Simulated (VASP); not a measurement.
The input files of a VASP run:

File KPOINTS:
```
Automatic mesh
0
G
8 8 4
0 0 0
```

**INCAR**
```
ALGO = Normal
EDIFF = 1E-7
ENCUT = 600
GGA = PE
ISIF = 2
ISMEAR = 0
LASPH = .TRUE.
LCHARG = .FALSE.
LREAL = .FALSE.
LWAVE = .FALSE.
NELM = 100
PREC = Accurate
SIGMA = 0.05
SYSTEM = AlN
```

File POSCAR:
```
AlN
1
    1.5650905720    -2.7108163832     0.0000000000
    1.5650905720     2.7108163832     0.0000000000
    0.0000000000     0.0000000000     5.0117302543
Al N
2 2
Direct
  0.6666670000   0.3333330000   0.5000492216
  0.3333330000   0.6666670000   0.0000492216
  0.6666670000   0.3333330000   0.8819507784
  0.3333330000   0.6666670000   0.3819507784
```

POTCAR, in this order: Al N (PBE.64 set). Program: vasp_std.

Translate this PBE calculation to Quantum ESPRESSO's pw.x.

One equivalent input (not run):
```
&CONTROL
  calculation = 'scf'
  pseudo_dir = './pseudo'
  outdir = './out'
  tprnfor = .true.
  tstress = .true.
/
&SYSTEM
  ibrav = 0
  nat = 4
  ntyp = 2
  ecutwfc = 84
  occupations = 'smearing'
  smearing = 'gaussian'
  degauss = 0.003675
  input_dft = 'pbe'
/
&ELECTRONS
  conv_thr = 7.3e-09
  electron_maxstep = 100
/
ATOMIC_SPECIES
  Al 26.982 Al.upf
  N 14.007 N.upf
CELL_PARAMETERS angstrom
     1.5650906   -2.7108164    0.0000000
     1.5650906    2.7108164    0.0000000
     0.0000000    0.0000000    5.0117303
ATOMIC_POSITIONS crystal
  Al   0.6666670  0.3333330  0.5000492
  Al   0.3333330  0.6666670  0.0000492
  N    0.6666670  0.3333330  0.8819508
  N    0.3333330  0.6666670  0.3819508
K_POINTS automatic
  8 8 4 0 0 0
```
The two are equivalent in intent, not identical: the potentials are each code's own (VASP's PAW set, PseudoDojo norm-conserving files in pw.x), so ENCUT and ecutwfc are chosen apart and not converted; conv_thr bounds pw.x's estimated SCF error, while EDIFF bounds the energy change between steps.

The compound is AlN in the wurtzite structure. It was relaxed first.
